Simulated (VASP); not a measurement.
Consider the following.

```yaml
crystal:
  lattice:
    - [0.00000, 2.05297, 2.05297]
    - [2.05297, 0.00000, 2.05297]
    - [2.05297, 2.05297, 0.00000]
  atoms:
    - { symbol: Ag, position: [0.00000, 0.00000, 0.00000] }
```

All values below come from r2SCAN meta-GGA, VASP's PBE PAW potentials (set 64) (plane waves; VASP). Settings: 520 eV cut-off, 17×17×17 Γ-centred mesh, tetrahedra with Blöchl corrections, potentials Ag.

Task: Give the energies of bands 1 to 7 at the high-symmetry points, in eV from the Fermi level.

Result: 
```
band      Γ      X      U      L      W
----  -----  -----  -----  -----  -----
1     -7.91  -6.75  -6.33  -6.70  -6.01
2     -5.14  -6.64  -5.90  -5.17  -5.40
3     -5.14  -3.37  -4.41  -5.17  -5.40
4     -5.14  -3.12  -3.90  -3.33  -4.11
5     -4.13  -3.12  -3.40  -3.33  -3.12
6     -4.13   1.68   4.36  -0.35   6.07
7     16.56   6.80   5.37   3.56   6.07
```

It has no gap at this level: it comes out as a metal or semimetal.

The compound is Ag in the fcc structure. It was relaxed first.
